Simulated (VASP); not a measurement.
Crystal: RbRe3.

```
Rb Re
1.0
    -2.94642    2.94642    2.94642
     2.94642   -2.94642    2.94642
     2.94642    2.94642   -2.94642
Rb Re
1 3
Direct
  0.00000 0.00000 0.00000
  0.00000 0.50000 0.50000
  0.50000 0.00000 0.50000
  0.50000 0.50000 0.00000
```

The cell was built by a generator and needn't be a form met in nature.

| Quantity | Value |
| --- | --- |
| Program | VASP 6.6.1 |
| Task | relaxation of cell and atoms |
| Functional | PBE |
| Potentials or basis | VASP PAW PBE potentials, release 64 (Rb_sv, Re) |
| Cutoff | 600 eV |
| k mesh | 7 × 7 × 7 |
| Occupations | methfessel-paxton, width 0.1 eV |
| Spin | no spin polarisation |

At the start: pressure -18.7 GPa; volume 25.58 Å³/atom.

**Question.** Where does the relaxation end?

**Answer.** Over 7 steps the energy falls by 493.3 meV/atom and the volume is 19.28 Å³/atom (-24.6 %); space group Im-3m (No. 229, to 0.05 Å).

The path:
| step | energy change (eV) | largest force (eV/Å) | pressure (GPa) | volume (Å³) |
| --- | --- | --- | --- | --- |
| 1 | 0.0000 | 0.0000 | -18.74 | 102.32 |
| 2 | -0.6350 | 0.0000 | 39.49 | 64.09 |
| 3 | -1.9711 | 0.0000 | -1.06 | 77.76 |
| 4 | -1.9731 | 0.0000 | -0.28 | 77.30 |
| 5 | -1.9727 | 0.0000 | 0.52 | 76.85 |
| 6 | -1.9725 | 0.0000 | -0.59 | 77.49 |
| 7 | -1.9732 | 0.0000 | 0.00 | 77.14 |

Final structure:
```yaml
crystal:
  lattice:
    - [-2.68166, 2.68166, 2.68166]
    - [2.68166, -2.68166, 2.68166]
    - [2.68166, 2.68166, -2.68166]
  atoms:
    - { symbol: Rb, position: [0.00000, 0.00000, 0.00000] }
    - { symbol: Re, position: [0.00000, 0.50000, 0.50000] }
    - { symbol: Re, position: [0.50000, 0.00000, 0.50000] }
    - { symbol: Re, position: [0.50000, 0.50000, 0.00000] }
```

Caveat: the volume moved by over 15 % at a fixed basis, so the end points are rough.
